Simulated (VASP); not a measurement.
OSZICAR of a VASP run on SiO2 (rutile):

**OSZICAR**
```
       N       E                     dE             d eps       ncg     rms          rms(c)
DAV:   1     0.185855244321E+03    0.18586E+03   -0.20024E+04  1200   0.177E+03
DAV:   2    -0.453296248444E+02   -0.23118E+03   -0.22376E+03  1648   0.349E+02
DAV:   3    -0.531261233945E+02   -0.77965E+01   -0.77731E+01  1440   0.685E+01
DAV:   4    -0.531867569700E+02   -0.60634E-01   -0.60565E-01  1424   0.685E+00
DAV:   5    -0.531874050472E+02   -0.64808E-03   -0.64800E-03  1392   0.702E-01    0.169E+01
DAV:   6    -0.490413870967E+02    0.41460E+01   -0.16228E+01  1348   0.283E+01    0.796E+00
DAV:   7    -0.490112685340E+02    0.30119E-01   -0.45736E-01  1404   0.473E+00    0.299E+00
DAV:   8    -0.490018276184E+02    0.94409E-02   -0.16210E-02  1364   0.136E+00    0.100E+00
DAV:   9    -0.490020282328E+02   -0.20061E-03   -0.45654E-03  1412   0.743E-01    0.266E-01
DAV:  10    -0.490021350972E+02   -0.10686E-03   -0.44266E-04  1388   0.181E-01    0.397E-02
DAV:  11    -0.490021088670E+02    0.26230E-04   -0.10891E-04  1396   0.808E-02    0.826E-03
DAV:  12    -0.490021091377E+02   -0.27067E-06   -0.72886E-06  1356   0.199E-02
   1 F= -.47531318E+02 E0= -.47531318E+02  d E =-.475313E+02
       N       E                     dE             d eps       ncg     rms          rms(c)
DAV:   1    -0.491229899802E+02   -0.12088E+00   -0.45263E+00  1364   0.197E+01    0.349E+00
DAV:   2    -0.489507173684E+02    0.17227E+00   -0.62704E-01  1352   0.614E+00    0.746E-01
DAV:   3    -0.489448829900E+02    0.58344E-02   -0.28896E-02  1348   0.125E+00    0.318E-01
DAV:   4    -0.489432865021E+02    0.15965E-02   -0.18804E-03  1348   0.348E-01    0.970E-02
DAV:   5    -0.489431580616E+02    0.12844E-03   -0.24135E-04  1396   0.120E-01    0.387E-02
DAV:   6    -0.489431647047E+02   -0.66431E-05   -0.63260E-06  1304   0.214E-02    0.805E-03
DAV:   7    -0.489431659868E+02   -0.12821E-05   -0.24313E-06   940   0.120E-02    0.153E-03
DAV:   8    -0.489431661088E+02   -0.12195E-06   -0.16290E-07   724   0.330E-03
   2 F= -.47523062E+02 E0= -.47523062E+02  d E =0.825597E-02
       N       E                     dE             d eps       ncg     rms          rms(c)
DAV:   1    -0.490488962343E+02   -0.10573E+00   -0.14355E+00  1360   0.109E+01    0.196E+00
DAV:   2    -0.489934514501E+02    0.55445E-01   -0.20586E-01  1336   0.353E+00    0.405E-01
DAV:   3    -0.489916969052E+02    0.17545E-02   -0.85053E-03  1340   0.675E-01    0.195E-01
DAV:   4    -0.489911764976E+02    0.52041E-03   -0.52596E-04  1340   0.183E-01    0.638E-02
DAV:   5    -0.489911170342E+02    0.59463E-04   -0.86717E-05  1396   0.698E-02    0.201E-02
DAV:   6    -0.489911152525E+02    0.17817E-05   -0.20776E-06  1096   0.127E-02    0.516E-03
DAV:   7    -0.489911143480E+02    0.90442E-06   -0.66377E-07   716   0.638E-03
   3 F= -.47542501E+02 E0= -.47542501E+02  d E =-.111828E-01
       N       E                     dE             d eps       ncg     rms          rms(c)
DAV:   1    -0.489900154367E+02    0.10998E-02   -0.53213E-01  1220   0.623E+00    0.252E-01
DAV:   2    -0.489904604693E+02   -0.44503E-03   -0.15279E-02  1424   0.994E-01    0.112E-01
DAV:   3    -0.489901018722E+02    0.35860E-03   -0.37911E-04  1388   0.195E-01    0.468E-02
DAV:   4    -0.489900451501E+02    0.56722E-04   -0.22179E-04  1388   0.130E-01    0.952E-03
DAV:   5    -0.489900465716E+02   -0.14215E-05   -0.23607E-05  1376   0.399E-02    0.615E-03
DAV:   6    -0.489900464490E+02    0.12253E-06   -0.71311E-07   748   0.738E-03
   4 F= -.47543580E+02 E0= -.47543580E+02  d E =-.107951E-02
       N       E                     dE             d eps       ncg     rms          rms(c)
DAV:   1    -0.489902426966E+02   -0.19613E-03   -0.40067E-03  1228   0.540E-01    0.218E-02
DAV:   2    -0.489902461452E+02   -0.34486E-05   -0.11318E-04  1424   0.855E-02    0.957E-03
DAV:   3    -0.489902436353E+02    0.25098E-05   -0.26287E-06  1028   0.166E-02    0.406E-03
DAV:   4    -0.489902432539E+02    0.38148E-06   -0.17074E-06   696   0.120E-02
   5 F= -.47543590E+02 E0= -.47543590E+02  d E =-.108909E-02
```

### Question
Which electronic solver shows in the log?

### Answer
It is blocked Davidson (ALGO = Normal, or the opening steps of other solvers). The INCAR had ALGO = Normal.

### Question
Can the final energy be trusted as converged?

### Answer
Self-consistency was reached. It stopped with EDIFF = 1E-6, NELM = 100, NSW = 40 and EDIFFG = -0.02 after 5 ionic steps (PBEsol GGA, plane waves, VASP's PBE PAW potentials (set 64)).

The compound is SiO2 in the rutile structure, stishovite, a high-pressure form. This run relaxes it under an external pressure of 5 GPa. Symmetry was kept, so distortions that lower it aren't found.
